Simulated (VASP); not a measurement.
Here is the system:

```
RhGe2
1.0
   -1.68069     1.68069     4.02489
    1.68069    -1.68069     4.02489
    1.68069     1.68069    -4.02489
Rh Ge
1 2
Cartesian
  1.68069   1.68069  -4.02489
  0.00000   0.00000   2.72491
  0.00000   0.00000   5.32487
```

All values below come from PBEsol GGA, VASP's PBE PAW potentials (set 64) (plane waves; VASP 6.6.1). Numerical set-up: 400 eV cut-off, 14×14×14 Γ-centred mesh, tetrahedra with Blöchl corrections, potentials Rh_pv Ge_d.

Task: Estimate the energy per atom (σ→0), band gap (on the k-mesh) with the smallest direct gap where there is one.

Result: 
```yaml
band gap (on the k-mesh): none (metal, semimetal or under 0.01 eV)
energy per atom (σ→0): -6.173 eV/atom
```

Only differences to runs with the same potentials and settings are physical.

The structure was generated: Ge2Rh was put into the MoSi2 type (I4/mmm), which need not be its known phase. It was relaxed first, which changed the volume by +13 %. The electron count is odd and the run is not spin-polarised, which forces a metal.
